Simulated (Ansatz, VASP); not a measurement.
# GaP: VASP beside Ansatz

Aim: how closely do two programs agree when they are given the same cell, functional and k mesh? The cell is taken from a series of runs on this material, whose earlier steps may have relaxed, scaled, displaced or heated it; both programs get it as it stands.

Calculated with Ansatz 0.2.0; plane waves, with VASP 6.6.1 beside it; zone-centre phonons at LDA.

## Step 1: Starting point

The structure is cubic, space group F-43m (No. 216). The conventional cell has a = 5.391 Å, b = 5.391 Å, c = 5.391 Å, α = 90.00°, β = 90.00°, γ = 90.00°. Nearest to P lie 4 Ga at 2.33 Å. Nearest to Ga lie 4 P at 2.33 Å. Farther neighbours are not listed.

Structure file:

```cif
data_structure
_symmetry_space_group_name_H-M 'P 1'
_symmetry_Int_Tables_number 1
_cell_length_a 3.8123
_cell_length_b 3.8123
_cell_length_c 3.8123
_cell_angle_alpha 60.000
_cell_angle_beta 60.000
_cell_angle_gamma 60.000
_cell_volume 39.18
loop_
_atom_site_label
_atom_site_type_symbol
_atom_site_fract_x
_atom_site_fract_y
_atom_site_fract_z
_atom_site_occupancy
P1 P 0.75000 0.75000 0.75000 1
Ga2 Ga 0.00000 0.00000 0.00000 1
```

## Step 2: VASP: zone-centre phonons, LDA

Second derivatives magnify differences that forces hide, and they need a tight electronic threshold.

Lines of VASP's logs that name or quote its potential files are left out, and so is its time.

Contents of INCAR:

```
SYSTEM = GaP
PREC = Accurate
ENCUT = 500
EDIFF = 1E-08
NELM = 120
ISMEAR = -1
SIGMA = 0.03
LREAL = .FALSE.
ALGO = Normal
GGA = CA
NELECT = 18.007836
NBANDS = 15
LORBIT = 11
LWAVE = .FALSE.
LCHARG = .FALSE.
ISIF = 2
IBRION = 8
LASPH = .TRUE.
GGA_COMPAT = .FALSE.
KPAR = 2
```

Contents of POSCAR:

```
GaP
1.0
    0.0000000000      2.6957056919      2.6957056919
    2.6957056919      0.0000000000      2.6957056919
    2.6957056919      2.6957056919      0.0000000000
P Ga
1 1
Direct
    0.7500000000      0.7500000000      0.7500000000
    0.0000000000      0.0000000000      0.0000000000
```

Contents of KPOINTS:

```
Automatic mesh
0
Gamma
24 24 24
0 0 0
```

Potentials, in the order of the species: P and Ga_d (LDA family, release 64).

On the command line:

```
mpirun -np 2 vasp_std
```

Numbers of over 12 decimals in the logs are rounded to 6 here.

Output:

```text
[banner, memory and clock lines left out]
running    2 mpi-ranks, on    1 nodes
 distrk:  each k-point on    1 cores,    2 groups
 distr:  one band on    1 cores,    1 groups

 POSCAR found type information on POSCAR P Ga
 POSCAR found :  2 types and       2 ions
 LDA part: xc-table for (Slater(with rela. corr.)+CA(PZ))
 , standard interpolation
 POSCAR, INCAR and KPOINTS ok, starting setup
 FFT: planning ... GRIDC
 FFT: planning ... GRID_SOFT
 FFT: planning ... GRID
 WAVECAR not read
 entering main loop
       N       E                     dE             d eps       ncg     rms          rms(c)
DAV:   1     0.783930371908E+02    0.78393E+02   -0.90097E+03 12839   0.170E+03
DAV:   2    -0.459498908851E+01   -0.82988E+02   -0.79373E+02 14063   0.313E+02
DAV:   3    -0.106362653503E+02   -0.60413E+01   -0.60180E+01 15330   0.679E+01
DAV:   4    -0.107364195990E+02   -0.10015E+00   -0.10012E+00 15672   0.945E+00
DAV:   5    -0.107384181383E+02   -0.19985E-02   -0.19984E-02 16003   0.116E+00BRMIX: very serious problems
 the old and the new charge density differ
 old charge density:    18.00000 new   18.00784
BRMIX: very serious problems
 the old and the new charge density differ
 old charge density:    18.00000 new   18.00784
    0.449E+00
DAV:   6    -0.104595140995E+02    0.27890E+00   -0.38761E-01 19135   0.113E+01    0.290E+00
DAV:   7    -0.104091393956E+02    0.50375E-01   -0.92958E-02 16187   0.225E+00    0.107E+00
DAV:   8    -0.104044844337E+02    0.46550E-02   -0.12214E-02 16032   0.129E+00    0.209E-01
DAV:   9    -0.104044448450E+02    0.39589E-04   -0.10352E-03 18490   0.422E-01    0.628E-02
DAV:  10    -0.104044421498E+02    0.26952E-05   -0.52329E-05 19285   0.905E-02    0.247E-02
DAV:  11    -0.104044480124E+02   -0.58626E-05   -0.88949E-06 15940   0.448E-02    0.755E-03
DAV:  12    -0.104044478112E+02    0.20122E-06   -0.51586E-07 15848   0.804E-03    0.504E-03
DAV:  13    -0.104044477876E+02    0.23612E-07   -0.20164E-07 16459   0.461E-03    0.901E-04
DAV:  14    -0.104044477868E+02    0.76989E-09   -0.94018E-09 10746   0.120E-03
   1 F= -.10404448E+02 E0= -.10404274E+02  d E =-.347543E-03
 Linear response reoptimize wavefunctions to high precision
DAV:   1    -0.104044477869E+02   -0.10687E-09   -0.18092E-09 13001   0.418E-04
DAV:   2    -0.104044477869E+02   -0.25921E-10   -0.23873E-10  8204   0.148E-04
 Linear response DOF=           2
 Linear response progress:
  Degree of freedom:   1/  2
       N       E                     dE             d eps       ncg     rms          rms(c)
RMM:   1    -0.507834997786E-01   -0.50783E-01    0.59335E-03137465   0.182E+00
RMM:   2    -0.473704061749E-01    0.34131E-02   -0.61238E-03107472   0.545E-01    0.122E-01
RMM:   3    -0.474192154115E-01   -0.48809E-04   -0.53112E-04118866   0.177E-01    0.593E-02
RMM:   4    -0.476871023458E-01   -0.26789E-03   -0.85895E-05115859   0.657E-02    0.114E-02
RMM:   5    -0.476997118298E-01   -0.12609E-04   -0.11772E-05124555   0.225E-02    0.693E-03
RMM:   6    -0.476827134242E-01    0.16998E-04   -0.19122E-06116441   0.802E-03    0.390E-03
RMM:   7    -0.476833836648E-01   -0.67024E-06   -0.99887E-08122687   0.311E-03    0.720E-04
RMM:   8    -0.476812202613E-01    0.21634E-05   -0.12882E-07119641   0.105E-03    0.154E-04
RMM:   9    -0.476809135957E-01    0.30667E-06   -0.11883E-07123047   0.317E-04    0.244E-05
RMM:  10    -0.476809877278E-01   -0.74132E-07   -0.12837E-07119470   0.115E-04    0.609E-06
RMM:  11    -0.476809796652E-01    0.80626E-08   -0.12795E-07123071   0.467E-05    0.608E-06
RMM:  12    -0.476809867166E-01   -0.70514E-08   -0.14843E-07114141   0.231E-05    0.657E-07
RMM:  13    -0.476809817644E-01    0.49522E-08   -0.79028E-08 91906   0.139E-05    0.407E-07
 first order change of Fermi-energy   0.14494E-04
 force on displaced ion       1 direction 1 : -10.380  -0.000  -0.000
 Linear response progress:
  Degree of freedom:   2/  2
       N       E                     dE             d eps       ncg     rms          rms(c)
RMM:   1    -0.167101497036E+00   -0.16710E+00    0.11914E-01 74094   0.869E+00
RMM:   2    -0.165014859782E+00    0.20866E-02   -0.26508E-02114171   0.144E+00    0.558E-02
RMM:   3    -0.165435889514E+00   -0.42103E-03   -0.39749E-03119407   0.431E-01    0.416E-02
RMM:   4    -0.165310507875E+00    0.12538E-03   -0.12912E-03125569   0.164E-01    0.147E-02
RMM:   5    -0.165292157928E+00    0.18350E-04   -0.60251E-05125119   0.403E-02    0.503E-03
RMM:   6    -0.165295201924E+00   -0.30440E-05   -0.16946E-05123685   0.142E-02    0.885E-04
RMM:   7    -0.165294897843E+00    0.30408E-06   -0.65648E-06124000   0.572E-03    0.121E-04
RMM:   8    -0.165293528931E+00    0.13689E-05   -0.32125E-06125584   0.240E-03    0.415E-05
RMM:   9    -0.165293138674E+00    0.39026E-06   -0.16903E-06126048   0.101E-03    0.224E-05
RMM:  10    -0.165292995025E+00    0.14365E-06   -0.73315E-07126653   0.449E-04    0.988E-06
RMM:  11    -0.165292956973E+00    0.38053E-07   -0.37964E-07126973   0.210E-04    0.437E-06
RMM:  12    -0.165292912846E+00    0.44126E-07   -0.26483E-07125996   0.103E-04    0.112E-06
RMM:  13    -0.165292908700E+00    0.41466E-08   -0.16647E-07124244   0.542E-05    0.719E-07
RMM:  14    -0.165292893149E+00    0.15551E-07   -0.96095E-08120776   0.314E-05    0.491E-07
RMM:  15    -0.165292899240E+00   -0.60905E-08   -0.10360E-07106374   0.213E-05    0.376E-07
RMM:  16    -0.165292894255E+00    0.49843E-08   -0.62079E-08 76439   0.163E-05    0.255E-07
 first order change of Fermi-energy   0.16623E-04
 force on displaced ion       2 direction 1 : -10.386   0.000   0.000
 Linear response finished
```

Parts of OUTCAR (step 2):

```text
NELECT = 18.007836

 ion  position               nearest neighbor table
   1  0.750  0.750  0.750-   2 2.33   2 2.33   2 2.33   2 2.33
   2  0.000  0.000  0.000-   1 2.33   1 2.33   1 2.33   1 2.33

  LATTYP: Found a face centered cubic cell.
 ALAT       =     5.3914113838

 Subroutine GETGRP returns: Found 24 space group operations
 (whereof 24 operations were pure point group operations)

The static configuration has the point symmetry T_d .

 Found    413 irreducible k-points:

   k-points           NKPTS =    413   k-points in BZ     NKDIM =    413   number of bands    NBANDS=     15

   dimension x,y,z NGX =    28 NGY =   28 NGZ =   28
   dimension x,y,z NGXF=    56 NGYF=   56 NGZF=   56

   ENCUT  =  500.0 eV  36.75 Ry    6.06 a.u.   6.95  6.95  6.95*2*pi/ulx,y,z

 k-points in reciprocal lattice and weights: Automatic mesh
   0.00000000  0.00000000  0.00000000       0.000
   0.04166667  0.00000000  0.00000000       0.001
   0.08333333  0.00000000  0.00000000       0.001
   0.12500000  0.00000000  0.00000000       0.001
   0.16666667  0.00000000  0.00000000       0.001
   0.20833333  0.00000000  0.00000000       0.001
   0.25000000  0.00000000  0.00000000       0.001
   0.29166667  0.00000000  0.00000000       0.001
   0.33333333  0.00000000  0.00000000       0.001
[...]
-0.29166667  0.50000000  0.20833333       0.001
  -0.25000000  0.50000000  0.25000000       0.000

 average (electrostatic) potential at core
       1 -84.3142       2 -66.2637

  Total        0.0957609      0.0957609      0.0957609      0.0000000     -0.0000000      0.0000000
  in kB        3.9160794      3.9160794      3.9160794      0.0000000     -0.0000000      0.0000000
  external PRESSURE =       3.9160794 kB  Pullay stress =       0.0000000 kB

  energy-cutoff  :      500.00
  volume of cell :       39.18
      direct lattice vectors                 reciprocal lattice vectors
     0.000000000  2.695705692  2.695705692    -0.185480189  0.185480189  0.185480189
     2.695705692  0.000000000  2.695705692     0.185480189 -0.185480189  0.185480189
     2.695705692  2.695705692  0.000000000     0.185480189  0.185480189 -0.185480189

 POSITION                                       TOTAL-FORCE (eV/Angst)
 -----------------------------------------------------------------------------------
      4.04356      4.04356      4.04356         0.000000      0.000000      0.000000
      0.00000      0.00000      0.00000        -0.000000     -0.000000     -0.000000
 -----------------------------------------------------------------------------------
    total drift:                               -0.000000     -0.000000     -0.000000

 Eigenvectors and eigenvalues of the dynamical matrix
 ----------------------------------------------------

   1 f  =   10.876972 THz    68.342028 2PiTHz  362.816719 cm-1    44.983520 meV
             X         Y         Z           dx          dy          dz
      4.043559  4.043559  4.043559     0.000000    0.832026    0.000000
      0.000000  0.000000  0.000000     0.000000   -0.554736    0.000000

   2 f  =   10.876972 THz    68.342028 2PiTHz  362.816719 cm-1    44.983520 meV
             X         Y         Z           dx          dy          dz
      4.043559  4.043559  4.043559     0.832026    0.000000    0.000000
      0.000000  0.000000  0.000000    -0.554736    0.000000    0.000000

   3 f  =   10.876972 THz    68.342028 2PiTHz  362.816719 cm-1    44.983520 meV
             X         Y         Z           dx          dy          dz
      4.043559  4.043559  4.043559     0.000000    0.000000    0.832026
      0.000000  0.000000  0.000000     0.000000    0.000000   -0.554736

   4 f/i=    0.001601 THz     0.010059 2PiTHz    0.053399 cm-1     0.006621 meV
             X         Y         Z           dx          dy          dz
      4.043559  4.043559  4.043559    -0.554736    0.000000    0.000000
      0.000000  0.000000  0.000000    -0.832026    0.000000    0.000000

   5 f/i=    0.001601 THz     0.010059 2PiTHz    0.053399 cm-1     0.006621 meV
             X         Y         Z           dx          dy          dz
      4.043559  4.043559  4.043559     0.000000   -0.554736    0.000000
      0.000000  0.000000  0.000000     0.000000   -0.832026    0.000000

   6 f/i=    0.001601 THz     0.010059 2PiTHz    0.053399 cm-1     0.006621 meV
             X         Y         Z           dx          dy          dz
      4.043559  4.043559  4.043559     0.000000    0.000000   -0.554736
      0.000000  0.000000  0.000000     0.000000    0.000000   -0.832026

 ELASTIC MODULI CONTR FROM IONIC RELAXATION (kBar)
 Direction    XX          YY          ZZ          XY          YZ          ZX
 --------------------------------------------------------------------------------
 XX          -0.0000     -0.0000     -0.0000     -0.0000      0.0000      0.0000
 YY          -0.0000     -0.0000     -0.0000     -0.0000     -0.0000     -0.0000
 ZZ          -0.0000     -0.0000     -0.0000     -0.0000     -0.0000      0.0000
 XY          -0.0000     -0.0000     -0.0000   -251.4750     -0.0000     -0.0000
 YZ           0.0000     -0.0000     -0.0000     -0.0000   -251.4750     -0.0000
 ZX           0.0000     -0.0000      0.0000     -0.0000     -0.0000   -251.4750
 --------------------------------------------------------------------------------
```

The cell is charged against a uniform background.

## Step 3: Ansatz: zone-centre phonons, LDA

Ansatz runs on its PAW soft_1 files.

The same cell, functional (in two slightly different forms), mesh and smearing now go to Ansatz, which takes its cutoff from its data sets.

Contents of input.yaml:

```yaml
crystal:
  lattice:
    - [0.0, 2.6957056919, 2.6957056919]
    - [2.6957056919, 0.0, 2.6957056919]
    - [2.6957056919, 2.6957056919, 0.0]
  atoms:
    - { symbol: P, position: [0.75, 0.75, 0.75] }
    - { symbol: Ga, position: [0.0, 0.0, 0.0] }
total_charge: -0.007836
kpoints:
  mp_grid: { grid: [24, 24, 24] }
hamiltonian:
  xc: lda
  pseudopotentials: { kind: paw, azcp: { folder: soft_1 }, xc_functional: pbe }
scf:
  occupations: { method: fermi_dirac, width: 0.03 }
output:
  eigenvalues: true
phonons:
  method: dfpt
```

On the command line:

```
ansatz run input.yaml --threads 8 --pin off --max-ram 16384MiB --backend cpu --events-out ev --progress --plain --runs-dir out
```

Output:

```text
zone centre: on kpoints.mp_grid the ground state, and the responses unless they are solved on pairs of k-points, stand on 1063 of the mesh's 13824 k-points, reduced under 8 symmetry operations, with k and −k counted as one. Each operation leaves every solved displacement unchanged or reverses it
Engine: ansatz 0.2.0, aarch64-unknown-linux-gnu
Pseudopotentials: kind: paw
Pseudopotential: P, paw, valence charge 5, recommended cutoff 420 eV (normal), soft_1/P.paw.azcp
Pseudopotential: Ga, paw, valence charge 13, recommended cutoff 420 eV (normal), soft_1/Ga.paw.azcp
Functional definition: SPW92
  exchange = slater_x
  correlation = pw_c
Crystal: 2 atoms, lattice volume = 39.178 Å³
Basis set: ecut = 420 eV, 749 PW (Γ), exchange–correlation on 54×54×54 points (8 copies of the dense FFT grid, shifted against one another)
Bands: 14, of which v1, the nominal top of the filled ones, is band 9 counted from 1 (8 counted from 0)
Symmetry: 24 space group operations
k-points: 1063 of 13824 (irreducible under 8 space group operations, time reversal used)
Non-local potential: P, projectors of the file, l = 0: 2, l = 1: 2, l = 2: 1
Non-local potential: Ga, projectors of the file, l = 0: 2, l = 1: 2, l = 2: 3, l = 3: 1
PAW form: soft (Blöchl's): semilocal exchange-correlation on the pseudo side does not see the compensation charge
PAW frozen core: P, regenerated for the run's functional, and the local potential with it (the file was generated under x = pbe(κ = 0.804, μ = 0.219515), c = pbe(β = 0.066725))
PAW frozen core: Ga, regenerated for the run's functional, and the local potential with it (the file was generated under x = pbe(κ = 0.804, μ = 0.219515), c = pbe(β = 0.066725))
PAW one-centre angular grid: P, 110 points (default); XC on 64 Gauss nodes
PAW one-centre angular grid: Ga, 590 points (default); XC on 64 Gauss nodes
Initial density: superposition of atomic densities (chi_scale 0.1, normalization cell, long waves kept (reshape's long-wave potential 0.00 eV rms))
Initial wavefunctions: pseudopotential atomic-orbital guess
Functional: x = slater, c = lda
SCF iter   1: F=—  HF=-4433.895299 eV  |F-HF|=—  |Δ(HF+E_count)|=         —  Δρ=4.43e-2  dr2=6.57e-1  ethr=3.10e-3  ⟨swp⟩=6.5  Hψ=101721  notcnv=0
preconditioner: auto → Kerker (q_TF=auto, 2.397 Å⁻¹)  [metal: Δε(μ)=0.009 eV  Ē_g=16.328 eV  σ=0.030 eV  W_gap=0.08  n_scr=14 (ndim 8)  ℏωp=25.2 eV  f_vac=0.000  D(μ)=0.14/eV (n_scr^D=0)]
SCF iter   2: F=—  HF=-4433.775267 eV  |F-HF|=—  |Δ(HF+E_count)|=   1.20e-1  Δρ=2.72e-2  dr2=2.53e-1  ethr=3.10e-3  ⟨swp⟩=2.0  Hψ=27851  notcnv=0  defer=751
SCF iter   3: F=—  HF=-4433.714513 eV  |F-HF|=—  |Δ(HF+E_count)|=   6.08e-2  Δρ=5.52e-3  dr2=1.49e-2  ethr=1.40e-3  ⟨swp⟩=3.0  Hψ=28198  notcnv=0  defer=751
SCF iter   4: F=—  HF=-4433.706062 eV  |F-HF|=—  |Δ(HF+E_count)|=   8.45e-3  Δρ=2.98e-3  dr2=5.76e-3  ethr=8.29e-5  ⟨swp⟩=2.5  Hψ=28844  notcnv=0  defer=753
SCF iter   5: F=—  HF=-4433.704890 eV  |F-HF|=—  |Δ(HF+E_count)|=   1.17e-3  Δρ=1.29e-3  dr2=6.91e-4  ethr=3.20e-5  ⟨swp⟩=2.0  Hψ=28113  notcnv=0  defer=753
SCF iter   6: F=—  HF=-4433.705025 eV  |F-HF|=—  |Δ(HF+E_count)|=   1.35e-4  Δρ=2.12e-4  dr2=1.61e-5  ethr=3.84e-6  ⟨swp⟩=2.0  Hψ=23657  notcnv=0  defer=753
SCF iter   7: F=—  HF=-4433.705030 eV  |F-HF|=—  |Δ(HF+E_count)|=   4.88e-6  Δρ=3.75e-5  dr2=3.43e-7  ethr=8.97e-8  ⟨swp⟩=2.6  Hψ=22138  notcnv=0  defer=753
SCF iter   8: F=—  HF=-4433.705030 eV  |F-HF|=—  |Δ(HF+E_count)|=   2.99e-7  Δρ=9.90e-6  dr2=2.68e-8  ethr=1.90e-9  ⟨swp⟩=2.0  Hψ=24483  notcnv=0  defer=753
SCF iter   9: F=—  HF=-4433.705030 eV  |F-HF|=—  |Δ(HF+E_count)|=   8.58e-9  Δρ=1.67e-6  dr2=1.83e-9  ethr=1.49e-10  ⟨swp⟩=2.3  Hψ=22716  notcnv=0  defer=753
SCF iter  10: F=—  HF=-4433.705030 eV  |F-HF|=—  |Δ(HF+E_count)|=  3.98e-10  Δρ=4.64e-7  dr2=1.35e-10  ethr=1.02e-11  ⟨swp⟩=1.4  Hψ=14686  notcnv=0  defer=753
SCF iter  11: F=-4433.705030 eV  HF=-4433.705030 eV  |F-HF|=3.64e-12  |Δ(HF+E_count)|=  2.36e-11  Δρ=7.80e-8  dr2=1.87e-12  ethr=1.00e-12  ⟨swp⟩=9.5  Hψ=91382  notcnv=0
SCF 1 converged in 11 iterations: F = -4433.705030 eV  dr2 = 1.87e-12
  greatest PAW one-centre occupation: 0.994 electrons in one spin orbital (limit 2), on the Ga atom at site 1 (counted from 0), in its partial waves of l = 2
DFPT response loops at Γ: preconditioner auto → Kerker (q_TF=auto, 2.397 Å⁻¹) (partly filled bands, converged f_vac=0.002); β = 1.00, the filter's whole step (`scf.mixing.beta` (0.50) is not read by the response loops under this deck's `scf.mixing.preconditioner`; to damp them name `kerker` or `kerker_dos`, under which they read `scf.mixing.beta`, and type it under 1.00, their step now; both keys bind the ground state too); Broyden in place of MSR1
SCF converged after 11 iterations
Free energy (F): -4433.705030 eV
Harris-Foulkes:  -4433.705030 eV  (|F-HF|=3.64e-12)
Internal energy: -4433.704681 eV  (E = F + TS)
E sigma→0 (E₀):  -4433.704855 eV
Entropy (-TS):   -0.000349 eV (-0.175 meV/atom)
Fermi energy:    8.705485 eV
--- Per-component energies (eV) ---
  E_band       = -58.580494
  E_kinetic    = 182.189331
  E_local      = -1658.705798  (includes V_loc(G=0)·N_el)
  E_nonlocal   = -57.272053
  E_hartree    = 1006.378314
  E_xc         = -136.017429
  E_vxc        = -118.677227  (∫ρ·V_xc dr)
  E_paw        = -2445.091469  (= ΣΔE_a)
  E_vpaw       = -418.871160  (= ΣTr[D̂ρ^β])
  E_aug_tail   = -0.000182  (compensation charges beyond the density's cutoff)
  E_ewald      = -1327.031227
  E_core_change = 1.845833  (= ΣΔE_core)
  E_smearing   = -0.000349  (= −TS)
  E_closure    = -0.000000  (closes the sum)
  E_deformation_potential = -0.109054  (in the stress; not in F)
  Σ components = -4433.705030   (vs F -4433.705030, Δ=0.00e0)
--- Band table (eV; the first three rows and the last of 1063) ---
  k-point 0: bands = [... 5 lower, -5.5263, 7.2418, 7.2418, 7.2418, 9.1222, 11.0206, 11.0206, 11.0206, ... 1 higher]
  k-point 1: bands = [... 5 lower, -5.5025, 6.9499, 7.2105, 7.2105, 9.3143, 11.0584, 11.0679, 11.0679, ... 1 higher]
  k-point 2: bands = [... 5 lower, -5.4317, 6.3123, 7.1231, 7.1231, 9.6005, 11.1996, 11.1996, 11.2403, ... 1 higher]
  k-point 1062: bands = [... 5 lower, -2.2654, 0.4588, 3.4642, 3.6073, 11.8400, 12.1475, 13.2388, 13.2996, ... 1 higher]
--- Phonons (Γ-DFPT): 2 representative perturbations + reference, on 1063 of 13824 k-points (Σ response iterations 6) ---
  k mesh reduced under 8 symmetry operations, with k and −k counted as one. Each operation leaves every solved displacement unchanged or reverses it
  ASR residual: 4.899e-5 → 0.000e0 eV/Å²; symmetrization residual: 7.208e-7 eV/Å²
  ASR residual per site (eV/Å²): 1.09e-5 4.90e-5
  Γ frequencies (cm⁻¹): 0.00 0.00 0.00 362.96 362.96 362.96
  non-analytic LO–TO correction: not included (Born effective charges unavailable; polar crystals: no LO–TO splitting at Γ)
```

Reading the cycles: dr2 is the Hartree energy of the density residual (eV), the measure of convergence; HF is the Harris–Foulkes estimate of the energy, which meets the free energy F at convergence.

## Step 4: Comparison

Known differences besides the potentials themselves: the two LDA forms differ slightly; the cutoff is 420 eV in Ansatz and 500 eV in VASP; VASP's log shows a relativistic correction to its local exchange, Ansatz's none. Total energies have different zeros and are not compared.

The two programs side by side:

| quantity | Ansatz | VASP | difference |
| --- | --- | --- | --- |
| optical mode 1 to 3 (cm⁻¹) | 363.0 | 362.8 | +0.04 % |

Modes are paired by rising frequency, not by their patterns, so a pair may set unlike modes beside each other; they are those without the splitting of longitudinal modes. The cell carries a charge of -0.007836 e against a uniform background, so its pressure also hangs on how the neutralising background is counted, and in a defect's cell a gap may be the spacing between its levels.

## Step 5: Summary of results

* r.m.s. difference of the optical zone-centre modes, each program's sorted by frequency (zone-centre phonons, LDA): 0.14 cm⁻¹

What this shows: The r.m.s. difference of the optical zone-centre modes, each program's sorted by frequency is 0.14 cm⁻¹ (zone-centre phonons, LDA). How closely two codes agree says nothing of how well the functional describes the real material.

[Lines on the potential files, build, host, timing and source positions are cut from VASP's logs without a mark.]

[Logs are printed without paths, hosts, clocks, repeated set-up lines and the standing remarks that a program may print on its own settings, such as how far it seeks lower states.]

[Hosts, paths, dates, database ids (printed as entryN), source tags and the programs' standing remarks are cut or masked in the printed files.]
